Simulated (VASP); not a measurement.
Output of a VASP run:

OUTCAR:
```
 ion  position               nearest neighbor table
   1  0.251  0.148  0.917-   6 2.06   5 2.06
   2  0.917  0.251  0.148-   6 2.06   4 2.06
   3  0.148  0.917  0.251-   5 2.06   4 2.06
   4  0.749  0.852  0.083-   3 2.06   2 2.06
   5  0.083  0.749  0.852-   3 2.06   1 2.06
   6  0.852  0.083  0.749-   2 2.06   1 2.06
  LATTYP: Found a trigonal (rhomboedric) cell.
 ALAT       =     6.3996869782
 COS(alpha) =    -0.4256165281
 Subroutine PRICEL returns:
 Original cell was already a primitive cell.
 Subroutine GETGRP returns: Found  6 space group operations
The static configuration has the point symmetry S_6 .
The dynamic configuration has the point symmetry S_6 .
 Subroutine INISYM returns: Found  6 space group operations
 Subroutine IBZKPT returns following result:
 Found     40 irreducible k-points:

 Following reciprocal coordinates:
            Coordinates               Weight
  0.000000  0.000000  0.000000      1.000000
  0.166667  0.000000 -0.000000      6.000000
  0.333333  0.000000  0.000000      6.000000
  0.500000 -0.000000 -0.000000      3.000000
  0.166667  0.166667 -0.000000      6.000000
  0.333333  0.166667 -0.000000      6.000000
 -0.333333  0.000000 -0.166667      6.000000
  0.500000  0.166667 -0.000000      6.000000
  0.500000 -0.000000 -0.166667      6.000000
 -0.333333  0.166667 -0.000000      6.000000
  0.333333 -0.000000 -0.166667      6.000000
 -0.166667  0.166667  0.000000      6.000000
  0.333333  0.333333  0.000000      6.000000
  0.500000  0.333333 -0.000000      6.000000
  0.500000 -0.000000 -0.333333      6.000000
 -0.333333  0.333333  0.000000      6.000000
  0.500000  0.500000 -0.000000      3.000000
  0.166667  0.166667  0.166667      2.000000
  0.333333  0.166667  0.166667      6.000000
  0.500000  0.166667  0.166667      6.000000
 -0.333333  0.166667  0.166667      6.000000
 -0.166667  0.166667  0.166667      6.000000
  0.333333  0.333333  0.166667      6.000000
  0.500000  0.333333  0.166667      6.000000
  0.500000 -0.166667 -0.333333      6.000000
 -0.333333  0.333333  0.166667      6.000000
  0.333333 -0.166667 -0.333333      6.000000
 -0.166667  0.333333  0.166667      6.000000
  0.166667 -0.166667 -0.333333      6.000000
  0.500000  0.500000  0.166667      6.000000
 -0.333333  0.500000  0.166667      6.000000
  0.333333 -0.166667  0.500000      6.000000
 -0.166667  0.500000  0.166667      6.000000
 -0.333333 -0.333333  0.166667      6.000000
  0.333333  0.333333  0.333333      2.000000
  0.500000  0.333333  0.333333      6.000000
 -0.333333  0.333333  0.333333      6.000000
  0.500000  0.500000  0.333333      6.000000
 -0.333333  0.500000  0.333333      6.000000
  0.500000  0.500000  0.500000      1.000000
   k-points           NKPTS =     40   k-points in BZ     NKDIM =     40   number of bands    NBANDS=     22
   number of dos      NEDOS =    301   number of ions     NIONS =      6
   total plane-waves  NPLWV =  46656
   dimension x,y,z NGX =    36 NGY =   36 NGZ =   36
   dimension x,y,z NGXF=    72 NGYF=   72 NGZF=   72
   ions per type =               6
   PREC   = accura    normal or accurate (medium, high low for compatibility)
   ISTART =      0    job   : 0-new  1-cont  2-samecut
   ICHARG =      2    charge: 1-file 2-atom 10-const
   ISPIN  =      1    spin polarized calculation?
   LNONCOLLINEAR =      F non collinear calculations
   LSORBIT =      F    spin-orbit coupling
   INIWAV =      1    electr: 0-lowe 1-rand  2-diag
   ENCUT  =  300.0 eV  22.05 Ry    4.70 a.u.   9.04  9.04  9.04*2*pi/ulx,y,z
   NELM   =    100;   NELMIN=  2; NELMDL= -5     # of ELM steps
   EDIFF  = 0.1E-05   stopping-criterion for ELM
   LREAL  =      F    real-space projection
   NLSPLINE    = F    spline interpolate recip. space projectors
   LMAXMIX     =    2 max onsite mixed and CHGCAR
...
```

### OSZICAR
```
       N       E                     dE             d eps       ncg     rms          rms(c)
DAV:   1     0.166307024602E+03    0.16631E+03   -0.11752E+04  1760   0.905E+02
DAV:   2    -0.139520020498E+02   -0.18026E+03   -0.17706E+03  2442   0.204E+02
DAV:   3    -0.260374207737E+02   -0.12085E+02   -0.12030E+02  2156   0.605E+01
DAV:   4    -0.262800454395E+02   -0.24262E+00   -0.24193E+00  2470   0.959E+00
DAV:   5    -0.262845576407E+02   -0.45122E-02   -0.45099E-02  2274   0.126E+00    0.268E+01
DAV:   6    -0.260991731391E+02    0.18538E+00   -0.11159E-01  2236   0.175E+00    0.161E+01
DAV:   7    -0.260269671195E+02    0.72206E-01   -0.20857E-01  2456   0.238E+00    0.400E-01
DAV:   8    -0.260264612825E+02    0.50584E-03   -0.10292E-02  2186   0.612E-01    0.187E-01
DAV:   9    -0.260264379507E+02    0.23332E-04   -0.63671E-04  2402   0.138E-01    0.684E-02
DAV:  10    -0.260264817745E+02   -0.43824E-04   -0.68195E-05  2448   0.480E-02    0.146E-02
DAV:  11    -0.260264907759E+02   -0.90015E-05   -0.51878E-06  2198   0.151E-02    0.696E-03
DAV:  12    -0.260264940513E+02   -0.32754E-05   -0.35155E-06  2192   0.115E-02    0.481E-03
DAV:  13    -0.260264940344E+02    0.16971E-07   -0.10945E-07  1558   0.206E-03
   1 F= -.26026494E+02 E0= -.26026202E+02  d E =-.583636E-03
```

**OUTCAR**
```
------------------------ aborting loop because EDIFF is reached ----------------------------------------
  FORCE on cell =-STRESS in cart. coord.  units (eV):
  Direction    XX          YY          ZZ          XY          YZ          ZX
  --------------------------------------------------------------------------------------
  Total        0.3682129      0.3682130     -0.2933272     -0.0000000     -0.0000001      0.0000000
  in kB        4.0933416      4.0933418     -3.2608533     -0.0000001     -0.0000015      0.0000000
  external PRESSURE =       1.6419434 kB  Pullay stress =       0.0000000 kB
  volume of cell :      144.12
      direct lattice vectors                 reciprocal lattice vectors
     5.403126000  3.119497000  1.425118000     0.092539023  0.053427428  0.233898735
    -5.403126000  3.119497000  1.425118000    -0.092539023  0.053427428  0.233898735
     0.000000000 -6.238992000  1.425118000     0.000000000 -0.106854857  0.233898810
 POSITION                                       TOTAL-FORCE (eV/Angst)
 -----------------------------------------------------------------------------------
      0.55436     -4.47772      1.87617         0.088181      0.244715      0.053125
      3.60064      2.71895      1.87617        -0.256020     -0.045991      0.053125
     -4.15500      1.75877      1.87617         0.167839     -0.198724      0.053125
     -0.55436      4.47773      2.39919        -0.088181     -0.244715     -0.053125
     -3.60064     -2.71895      2.39919         0.256020      0.045991     -0.053125
      4.15500     -1.75877      2.39919        -0.167839      0.198724     -0.053125
 -----------------------------------------------------------------------------------
    total drift:                                0.000000      0.000000     -0.000000
  FREE ENERGIE OF THE ION-ELECTRON SYSTEM (eV)
  ---------------------------------------------------
  free  energy   TOTEN  =       -26.0264940344 eV

  energy  without entropy=      -26.0259103988  energy(sigma->0) =      -26.02620222
```
(Selected blocks of OUTCAR.)

POSCAR:
```
S
1
    5.4031260000     3.1194970000     1.4251180000
   -5.4031260000     3.1194970000     1.4251180000
    0.0000000000    -6.2389920000     1.4251180000
S
6
Direct
  0.2509000000   0.1483000000   0.9173000000
  0.9173000000   0.2509000000   0.1483000000
  0.1483000000   0.9173000000   0.2509000000
  0.7491000000   0.8517000000   0.0827000000
  0.0827000000   0.7491000000   0.8517000000
  0.8517000000   0.0827000000   0.7491000000
```

### Question
Reconstruct the remaining input files.

### Answer
Several could match; the one computed here: the input of the run itself, PBEsol GGA, plane waves, VASP's PBE PAW potentials (set 64).

### INCAR
```
! general
SYSTEM = S
PREC   = Accurate
ENCUT  = 300
LREAL  = .FALSE.
LASPH  = .TRUE.

! electronic loop
EDIFF  = 1E-6
NELM   = 100
ALGO   = Normal

! smearing
ISMEAR = -1
SIGMA  = 0.136

! functional
GGA    = PS

! ions
ISIF   = 2

! output
LWAVE  = .FALSE.
LCHARG = .FALSE.
```

**KPOINTS**
```
Regular mesh
0
Gamma
 6 6 6
0 0 0
```

POTCAR, in this order: S (PBE.64 set). Program: vasp_std.

The structure comes from a measured S entry of the Crystallography Open Database, whose conditions weren't checked. The cell was not relaxed at this level, and its volume differs by -5.9 % from the start's.
